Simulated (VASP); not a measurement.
# BeCd2S3 (P1) in VASP: relaxation of cell and atoms with PBE

Aim: the relaxation of cell and atoms of BeCd2S3 with PBE.

Everything below comes from runs of VASP 6.6.1. Logs are shortened: lines on timing, memory, paths and dates and some standing lists are left out, and cuts for length are marked.

### Step 1. Starting point

The typed cell holds 12 atoms: a = 7.005 Å, b = 6.830 Å, c = 6.194 Å, α = 89.27°, β = 88.01°, γ = 58.47°.

The cell was built by a generator and needn't be a form met in nature.

### Step 2. Relaxation of cell and atoms, PBE

Contents of INCAR:

```
SYSTEM = BeCd2S3
ALGO = Fast
EDIFF = 1E-5
EDIFFG = -0.03
ENCUT = 520
GGA = PE
IBRION = 2
ISIF = 3
ISMEAR = 0
ISYM = 0
KPAR = 2
LASPH = .TRUE.
LCHARG = .FALSE.
LREAL = Auto
LWAVE = .FALSE.
NELM = 80
NSW = 110
PREC = Normal
SIGMA = 0.05
```

Contents of KPOINTS:

```
k-points
0
G
  3 3 3
  0 0 0
```

Contents of POSCAR:

```
BeCd2S3
1.0
    6.0862670200     -3.4667554800      0.1182603100
    5.9848673200      3.2914547000      0.0416592100
    0.0860371500     -0.0712470200      6.1932649700
Be Cd S
2 4 6
Direct
    0.1332857300      0.8747445800      0.9904410200
    0.8234247400      0.1734711800      0.5369443700
    0.8314652800      0.4698069100      0.9895639400
    0.1504347300      0.5371126100      0.5183781100
    0.5121850500      0.1885448800      0.9941812400
    0.4981403800      0.8271646500      0.5095186500
    0.4664467700      0.8364607700      0.9041064500
    0.1596164500      0.5392904300      0.8807046300
    0.8916555600      0.1252844400      0.8762923500
    0.8085531400      0.4848897300      0.4153267800
    0.5623924600      0.1649463200      0.3892421300
    0.0997581500      0.8889789300      0.3583537500
```

Potentials or basis: VASP PAW PBE potentials, release 64 (Be, Cd, S).

Command:

```
$ cat potpaw_PBE.64/Be/POTCAR potpaw_PBE.64/Cd/POTCAR potpaw_PBE.64/S/POTCAR > POTCAR
$ mpirun -np 2 vasp_std > vasp.out
```

OUTCAR:

```text
SYSTEM = BeCd2S3
   EDIFF = 1E-5
   EDIFFG = -0.03
   ENCUT = 520
   GGA = PE
   IBRION = 2
   ISIF = 3
   ISMEAR = 0
   ISYM = 0
   LASPH = .TRUE.
   LREAL = Auto
   NELM = 80
   NSW = 110
   PREC = Normal

 ion  position               nearest neighbor table
   1  0.133  0.875  0.990-   9 1.82   7 2.25  12 2.28   8 2.31
   2  0.823  0.173  0.537-  11 2.10   9 2.15  12 2.17  10 2.20
   3  0.831  0.470  0.990-   9 2.28   7 2.54  10 2.64   8 2.64   5 3.63   4 3.78
   4  0.150  0.537  0.518-   8 2.25  12 2.44  10 2.70  11 2.77   3 3.78
   5  0.512  0.189  0.994-  11 2.48   8 2.49   9 2.54   7 2.66   3 3.63
   6  0.498  0.827  0.510-  10 2.27   7 2.45  11 2.66  12 2.79
   7  0.466  0.836  0.904-   1 2.25   6 2.45   3 2.54   5 2.66
   8  0.160  0.539  0.881-   4 2.25   1 2.31   5 2.49   3 2.64
   9  0.892  0.125  0.876-   1 1.82   2 2.15   3 2.28   5 2.54
  10  0.809  0.485  0.415-   2 2.20   6 2.27   3 2.64   4 2.70
  11  0.562  0.165  0.389-   2 2.10   5 2.48   6 2.66   4 2.77
  12  0.100  0.889  0.358-   2 2.17   1 2.28   4 2.44   6 2.79

IMPORTANT INFORMATION: All symmetrisations will be switched off!
NOSYMM: (Re-)initialisation of all symmetry stuff for point group C_1.

----------------------------------------------------------------------------------------

                                     Primitive cell

  volume of cell :     252.4877

  direct lattice vectors                    reciprocal lattice vectors
     6.086267020 -3.466755480  0.118260310     0.080747780 -0.146788492 -0.002810400
     5.984867320  3.291454700  0.041659210     0.085002603  0.149249620  0.000536100
     0.086037150 -0.071247020  6.193264970    -0.002113651  0.001798992  0.161515780

  length of vectors
     7.005356900  6.830376737  6.194272315     0.167555852  0.171759073  0.161539627

  position of ions in fractional coordinates (direct lattice)
     0.133285730  0.874744580  0.990441020
     0.823424740  0.173471180  0.536944370
     0.831465280  0.469806910  0.989563940
     0.150434730  0.537112610  0.518378110
     0.512185050  0.188544880  0.994181240
     0.498140380  0.827164650  0.509518650
     0.466446770  0.836460770  0.904106450
     0.159616450  0.539290430  0.880704630
     0.891655560  0.125284440  0.876292350
     0.808553140  0.484889730  0.415326780
     0.562392460  0.164946320  0.389242130
     0.099758150  0.888978930  0.358353750

  ion indices of the primitive-cell ions
   primitive index   ion index
                 1           1
                 2           2
                 3           3
                 4           4
                 5           5
                 6           6
                 7           7
                 8           8
                 9           9
                10          10
                11          11
                12          12

----------------------------------------------------------------------------------------

 KPOINTS: k-points

Automatic generation of k-mesh.
 Grid dimensions read from file:
 generate k-points for:    3    3    3

 Generating k-lattice:

  Cartesian coordinates                     Fractional coordinates (reciprocal lattice)
     0.026915927 -0.048929497 -0.000936800     0.333333333 -0.000000000  0.000000000
     0.028334201  0.049749873  0.000178700     0.000000000  0.333333333  0.000000000
    -0.000704550  0.000599664  0.053838593     0.000000000  0.000000000  0.333333333

  Length of vectors
     0.055851951  0.057253024  0.053846542

  Shift w.r.t. Gamma in fractional coordinates (k-lattice)
     0.000000000  0.000000000  0.000000000

 Subroutine IBZKPT returns following result:
 ===========================================

 Found     14 irreducible k-points:

 Following reciprocal coordinates:
            Coordinates               Weight
  0.000000  0.000000  0.000000      1.000000
  0.333333  0.000000  0.000000      2.000000
 -0.000000  0.333333 -0.000000      2.000000
  0.333333  0.333333  0.000000      2.000000
 -0.333333  0.333333  0.000000      2.000000
 -0.000000  0.000000  0.333333      2.000000
  0.333333 -0.000000  0.333333      2.000000
 -0.333333  0.000000  0.333333      2.000000
 -0.000000  0.333333  0.333333      2.000000
  0.333333  0.333333  0.333333      2.000000
 -0.333333  0.333333  0.333333      2.000000
  0.000000 -0.333333  0.333333      2.000000
  0.333333 -0.333333  0.333333      2.000000
 -0.333333 -0.333333  0.333333      2.000000
   k-points           NKPTS =     14   k-points in BZ     NKDIM =     14   number of bands    NBANDS=     52
   number of dos      NEDOS =    301   number of ions     NIONS =     12
   total plane-waves  NPLWV =  57600
   dimension x,y,z NGX =    40 NGY =   40 NGZ =   36
   dimension x,y,z NGXF=    80 NGYF=   80 NGZF=   72
   ions per type =               2   4   6
   NGX,Y,Z   is equivalent  to a cutoff of   9.49,  9.74,  9.66 a.u.
   NGXF,Y,Z  is equivalent  to a cutoff of  18.99, 19.47, 19.32 a.u.
 SYSTEM =  BeCd2S3
   PREC   = normal    normal or accurate (medium, high low for compatibility)
   ISTART =      0    job   : 0-new  1-cont  2-samecut
   ICHARG =      2    charge: 1-file 2-atom 10-const
   ISPIN  =      1    spin polarized calculation?
   LNONCOLLINEAR =      F non collinear calculations
   LSORBIT =      F    spin-orbit coupling
   LASPH  =      T    aspherical Exc in radial PAW
   ENCUT  =  520.0 eV  38.22 Ry    6.18 a.u.  13.03 12.70 11.52*2*pi/ulx,y,z
   NELM   =     80;   NELMIN=  2; NELMDL= -5     # of ELM steps
   EDIFF  = 0.1E-04   stopping-criterion for ELM
   LREAL  =      T    real-space projection
   EDIFFG = -.3E-01   stopping-criterion for IOM
   NSW    =    110    number of steps for IOM
   IBRION =      2    ionic relax: 0-MD 1-quasi-New 2-CG
   NFREE  =      1    steps in history (QN), initial steepest desc. (CG)
   ISIF   =      3    stress and relaxation
   ISYM   =      0    0-nonsym 1-usesym 2-fastsym
   POTIM  = 0.5000    time-step for ionic-motion
   TEBEG  =    0.0;   TEEND  =   0.0 temperature during run
   PSTRESS=    0.0 pullay stress
   NELECT =      88.0000    total number of electrons
   NUPDOWN=      -1.0000    fix difference up-down
   EMIN   =  10.00;   EMAX   =-10.00  energy-range for DOS
   EFERMI =   0.00;   METHOD = LEGACY
   ISMEAR =     0;   SIGMA  =   0.05  broadening in eV -4-tet -1-fermi 0-gaus
   EFERMI_NEDOS =   21; number of points for ismear=-14 and -15
   IALGO  =     68    algorithm
   IMIX   =      4    mixing-type and parameters
     AMIX     =   0.40;   BMIX     =  1.00
     AMIX_MAG =   1.60;   BMIX_MAG =  1.00
  volume/ion in A,a.u.               =      21.04       141.99
  Fermi-wavevector in a.u.,A,eV,Ry     =   1.152097  2.177147 18.059383  1.327327
  Thomas-Fermi vector in A             =   2.288750
   LORBIT       =      0    0 simple, 1 ext, 2 COOP (PROOUT), +10 PAW based schemes
   GGA     = PE    functional components
   LHFCALC =     F    Hartree Fock is set to
   AEXX    =    0.0000 exact exchange contribution
   IVDW    =     0    specifies the selected vdW correction
   LEPSILON=     F    determine dielectric tensor
   LRPA    =     F    only Hartree local field effects (RPA)
 conjugate gradient relaxation of ions
 non-spin polarized calculation
 RMM-DIIS sequential band-by-band and
 Gauss-broadening in eV      SIGMA  =   0.05
  energy-cutoff  :      520.00
  volume of cell :      252.49
 maximum number of plane-waves:      6824
   NGX = 27   NGY = 25   NGZ = 23

--------------------------------------- Ionic step        1  -------------------------------------------

 number of electron      88.0000006 magnetization

 Free energy of the ion-electron system (eV)
  ---------------------------------------------------
  ext. energy  EPLUGINS =         0.00000000
  ---------------------------------------------------
  free energy    TOTEN  =       -42.08476988 eV

  energy without entropy =      -42.08476988  energy(sigma->0) =      -42.08476988

------------------------ aborting loop because EDIFF is reached ----------------------------------------

  FORCE on cell =-STRESS in cart. coord.  units (eV):
  Direction    XX          YY          ZZ          XY          YZ          ZX
  --------------------------------------------------------------------------------------
  -------------------------------------------------------------------------------------
  Total       -0.3702105     11.4936258     10.8776184      3.6715578      0.1552825     -0.3367767
  in kB       -2.3491952     72.9335668     69.0246510     23.2981143      0.9853554     -2.1370388
  external PRESSURE =      46.5363409 kB  Pullay stress =       0.0000000 kB
[... 119 lines left out ...]
  FREE ENERGIE OF THE ION-ELECTRON SYSTEM (eV)
  ---------------------------------------------------
  free  energy   TOTEN  =       -43.8102962239 eV

  energy  without entropy=      -43.8102962239  energy(sigma->0) =      -43.81029622

[... ionic steps 4 to 11 ...]

--------------------------------------- Ionic step       12  -------------------------------------------

 number of electron      87.9999961 magnetization

------------------------ aborting loop because EDIFF is reached ----------------------------------------

  FORCE on cell =-STRESS in cart. coord.  units (eV):
  Direction    XX          YY          ZZ          XY          YZ          ZX
  --------------------------------------------------------------------------------------
  -------------------------------------------------------------------------------------
  Total        0.2679354      0.2755759      0.3290847      0.0451532     -0.0912329      0.0097690
  in kB        1.6727557      1.7204559      2.0545185      0.2818974     -0.5695787      0.0609889
  external PRESSURE =       1.8159101 kB  Pullay stress =       0.0000000 kB
[... 77 lines left out ...]
  energy  without entropy=      -44.2715713797  energy(sigma->0) =      -44.27157138

--------------------------------------- Ionic step       14  -------------------------------------------

 number of electron      87.9999969 magnetization

 Free energy of the ion-electron system (eV)
  ---------------------------------------------------
  ext. energy  EPLUGINS =         0.00000000
  ---------------------------------------------------
  free energy    TOTEN  =       -44.27259566 eV

  energy without entropy =      -44.27259566  energy(sigma->0) =      -44.27259566

 E-fermi :   2.0245     XC(G=0):  -9.3021

 val. band max:        1.8109441196   @ k =   0.0000   0.0000   0.0000
 cond. band min:       3.7627655596   @ k =   0.0000   0.0000   0.0000
 fundamental gap:      1.9518214400
 Fermi energy:         2.0245402569

 k-point     1 :       0.0000    0.0000    0.0000
  band No.  band energies     occupation
      1     -10.7589      2.00000
      2     -10.0393      2.00000
      3      -9.7767      2.00000
      4      -9.7650      2.00000
      5      -9.7633      2.00000
      6      -9.7555      2.00000
[... 798 lines left out ...]
  FREE ENERGIE OF THE ION-ELECTRON SYSTEM (eV)
  ---------------------------------------------------
  free  energy   TOTEN  =       -44.2725956636 eV

  energy  without entropy=      -44.2725956635  energy(sigma->0) =      -44.27259566

 reached required accuracy - stopping structural energy minimisation
```

It took 3.3 min on 2 MPI ranks of Intel Xeon 6975P-C (Granite Rapids), shared host; peak memory 0.31 GiB.

Results:

```
Free energy                            : -44.2726 eV
Relaxed volume                         : 21.47 Å³/atom
Relaxed cell                           : a = 6.832 Å, b = 6.836 Å, c = 6.360 Å, α = 90.04°, β = 90.10°, γ = 60.16°
Space group after relaxing (to 0.05 Å) : Cmc2_1 (No. 36)
Energy gained by relaxing              : 182.3 meV/atom
Ionic steps                            : 14
Pressure after relaxing                : -0.1 GPa
Largest force after relaxing           : 0.023 eV/Å
Band gap on the k mesh                 : 1.95 eV, direct
```

Forces in eV/Å, atoms in the order of the input:
```
Be  -0.003 -0.008 -0.001
Be  -0.001  0.015  0.000
Cd  -0.009  0.015  0.002
Cd   0.013 -0.003  0.016
Cd  -0.001 -0.001  0.017
Cd  -0.012 -0.007 -0.002
S    0.013  0.007 -0.016
S   -0.009 -0.004  0.009
S   -0.001  0.003 -0.005
S    0.015 -0.008 -0.015
S   -0.007 -0.003 -0.005
S    0.000 -0.009  0.000
```

Stress tensor (GPa, compression positive):
```
-0.05 -0.02  0.02
-0.02 -0.13 -0.04
 0.02 -0.04 -0.06
```

The path:
```csv
step,energy change (eV),largest force (eV/Å),pressure (GPa),volume (Å³)
1,0.0000,3.9320,4.65,252.49
2,-1.7024,0.8439,-3.60,275.24
3,-1.7255,0.9274,-2.90,271.81
4,-2.0523,0.6385,-0.26,258.60
5,-2.0812,0.5388,1.02,253.47
6,-2.1463,0.3252,0.37,255.75
7,-2.1533,0.2360,0.10,256.78
8,-2.1679,0.1654,-0.12,257.62
9,-2.1743,0.1508,-0.34,258.61
10,-2.1810,0.0945,0.12,256.66
11,-2.1812,0.0855,0.32,256.12
12,-2.1858,0.0610,0.18,256.63
13,-2.1868,0.0572,0.08,257.00
14,-2.1878,0.0228,-0.08,257.66
```

Final structure:
```
CELL_PARAMETERS angstrom
5.91216 -3.42417 -0.00427
5.91495 3.42615 -0.00102
-0.00660 0.00357 6.36040
ATOMIC_POSITIONS crystal
Be 0.14785 0.85618 0.00437
Be 0.84231 0.16174 0.50424
Cd 0.82898 0.49323 0.00749
Cd 0.16104 0.52440 0.50578
Cd 0.50996 0.17614 0.00614
Cd 0.47904 0.84390 0.50829
S 0.45160 0.84351 0.91038
S 0.16000 0.55280 0.90871
S 0.87402 0.12977 0.84427
S 0.82840 0.46621 0.41005
S 0.53825 0.17460 0.40917
S 0.11591 0.88822 0.34418
```

A hybrid or GW would open this gap; PBE tends to underestimate it.
